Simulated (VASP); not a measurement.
CoGa (CsCl type) is relaxed at rising pressure, each step from the one before. Symmetry mostly holds the structure type, and other phases were not tried. The mesh follows the cell, and a change of mesh leaves a small step in the series.

Consider the following.

Space group Pm-3m (No. 221); a = b = c = 2.8404 Å, α = β = γ = 90.00°

```json
[
 {"atom": "Ga", "site": "1b", "symmetry": "m-3m", "x": "0.5000", "y": "0.5000", "z": "0.5000"},
 {"atom": "Co", "site": "1a", "symmetry": "m-3m", "x": "0.0000", "y": "0.0000", "z": "0.0000"}
]
```

Computed with PBEsol GGA, VASP's PBE PAW potentials (set 64) (plane waves; VASP 6.6.1). Run with 500 eV cut-off, 13×13×13 Γ-centred mesh, first-order Methfessel-Paxton smearing of 0.10 eV, potentials Ga_d Co.

```tsv
P (GPa)	V (Å³/atom)	H − H(0) (eV/atom)	space group	gap on the mesh (eV)	k-mesh
0	11.46	0.000	Pm-3m	0.00	13×13×13
5	11.20	0.353	Pm-3m	0.00	13×13×13
10	…	…	Pm-3m	0.00	13×13×13
20	10.56	1.370	Pm-3m	0.00	13×13×13
30	10.23	2.018	Pm-3m	0.00	13×13×13
45	…	…	Pm-3m	0.00	13×13×13
```

**Question.** What belongs in the gaps?

**Answer.** 
- 45, V (Å³/atom): 9.81
- 45, H − H(0) (eV/atom): 2.955
- 10, V (Å³/atom): 10.96
- 10, H − H(0) (eV/atom): 0.699

Pressures at which the relaxation failed are left out.

The compound is CoGa in the CsCl type structure. The run is not spin-polarised, so no magnetic state was tried.
